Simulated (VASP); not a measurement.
Consider the following.

```xyz
8
Lattice="3.7169 -6.4277 -0.0114 1.8541 3.2113 0.0000 -0.0093 0.0054 6.0548" Properties=species:S:1:pos:R:3 pbc="T T T"
Zn     2.0297    -1.1718     2.9504
Zn     1.8349     1.0815     6.0013
Zn     3.5512    -4.1912     2.9411
Zn     3.7238    -2.1499     0.2859
S      1.9141    -1.1051     5.2885
S      1.8336     1.0822     2.2763
S      3.6422    -4.2437     5.3185
O      3.7124    -2.1434     2.3083
```

These are PBE GGA, VASP's PBE PAW potentials (set 64) (plane waves; VASP 6.6.1) values and carry that method's errors. Numerical set-up: 500 eV cut-off, Gaussian smearing of 0.050 eV, potentials Zn S O.

Question: Give the energies of bands 27 to 40 at the high-symmetry points, in eV from the valence-band maximum.

Answer: 
| band | Γ | Z | D | B | A | E | C2 | Y2 |
|---|---|---|---|---|---|---|---|---|
| 27 | -4.09 | -3.92 | -4.09 | -3.26 | -3.39 | -4.82 | -4.33 | -3.20 |
| 28 | -3.35 | -3.85 | -4.07 | -3.16 | -3.26 | -4.76 | -4.23 | -3.04 |
| 29 | -2.69 | -3.37 | -3.51 | -2.51 | -2.31 | -2.47 | -2.93 | -2.44 |
| 30 | -1.94 | -3.24 | -3.29 | -2.47 | -2.21 | -2.39 | -2.78 | -1.88 |
| 31 | -1.41 | -3.13 | -2.66 | -2.21 | -1.92 | -2.00 | -2.62 | -1.75 |
| 32 | -1.37 | -3.12 | -2.35 | -1.42 | -1.64 | -1.61 | -2.45 | -1.45 |
| 33 | -0.67 | -1.99 | -1.91 | -1.30 | -1.55 | -1.57 | -2.24 | -1.10 |
| 34 | -0.45 | -1.81 | -1.75 | -0.71 | -0.93 | -1.54 | -1.59 | -0.68 |
| 35 | -0.13 | -1.62 | -1.02 | -0.57 | -0.90 | -1.40 | -1.35 | -0.29 |
| 36 | 0.00 | -1.54 | -1.01 | -0.24 | -0.81 | -1.34 | -1.21 | -0.25 |
| 37 | 0.73 | 4.04 | 3.32 | 2.41 | 3.09 | 2.83 | 3.75 | 2.01 |
| 38 | 3.41 | 4.42 | 3.75 | 3.62 | 3.97 | 3.64 | 4.49 | 3.74 |
| 39 | 4.07 | 4.81 | 4.21 | 4.38 | 4.56 | 3.82 | 4.54 | 3.99 |
| 40 | 4.50 | 4.88 | 4.25 | 4.78 | 4.84 | 3.99 | 4.98 | 4.18 |

The gap is direct, 0.73 eV, from the valence maximum at Γ to the conduction minimum at Γ.

The structure was generated: Zn4OS3 was put into an ordered model structure (Pm), which need not be its known phase. It was relaxed first.
